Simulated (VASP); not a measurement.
A VASP calculation is set up with these files.

POSCAR:
```
BeS
1
    0.0000000000     2.3119935179     2.3119935179
    2.3119935179     0.0000000000     2.3119935179
    2.3119935179     2.3119935179     0.0000000000
Be S
1 1
Direct
  0.0000000000   0.0000000000   0.0000000000
  0.2500000000   0.2500000000   0.2500000000
```

**INCAR**
```
NELM=100   ! most electronic steps
ENCUT=500
LASPH=.True.
ISIF=3   ! ions, shape and volume
EDIFFG=-0.02   ! ionic stop
LREAL=.False.   ! projection in real space or not
PSTRESS=300
PREC=Accurate
SIGMA=0.05   ! width (eV)
EDIFF=1E-6   ! SCF stop (eV)
NSW=40   ! most ionic steps
ISMEAR=0
LWAVE=.False.
SYSTEM=BeS
LCHARG=.False.
IBRION=2
ALGO=Normal   ! blocked Davidson
GGA=PE   ! PBE
```

**KPOINTS**
```
Regular mesh
0
G
 10 10 10
0 0 0
```

POTCAR, in this order: Be S (PBE.64 set). Program: vasp_std.

Problem. Write an equivalent input for Quantum ESPRESSO's pw.x.

Solution. One equivalent input (not run):
```
&CONTROL
  calculation = 'vc-relax'
  pseudo_dir = './pseudo'
  outdir = './out'
  tprnfor = .true.
  tstress = .true.
  nstep = 40
  forc_conv_thr = 0.00078
/
&SYSTEM
  ibrav = 0
  nat = 2
  ntyp = 2
  ecutwfc = 88
  occupations = 'smearing'
  smearing = 'gaussian'
  degauss = 0.003675
  input_dft = 'pbe'
/
&ELECTRONS
  conv_thr = 7.3e-08
  electron_maxstep = 100
/
&IONS
/
&CELL
  press = 300
/
ATOMIC_SPECIES
  Be 9.012 Be.upf
  S 32.060 S.upf
CELL_PARAMETERS angstrom
     0.0000000    2.3119935    2.3119935
     2.3119935    0.0000000    2.3119935
     2.3119935    2.3119935    0.0000000
ATOMIC_POSITIONS crystal
  Be   0.0000000  0.0000000  0.0000000
  S    0.2500000  0.2500000  0.2500000
K_POINTS automatic
  10 10 10 0 0 0
```
The two are equivalent in intent, not identical: the potentials are each code's own (VASP's PAW set, PseudoDojo norm-conserving files in pw.x), so ENCUT and ecutwfc are chosen apart and not converted; conv_thr bounds pw.x's estimated SCF error, while EDIFF bounds the energy change between steps; forc_conv_thr acts on force components and is met together with etot_conv_thr.

The compound is BeS in the zinc blende structure. This run relaxes it under an external pressure of 30 GPa. Symmetry was kept, so distortions that lower it aren't found.
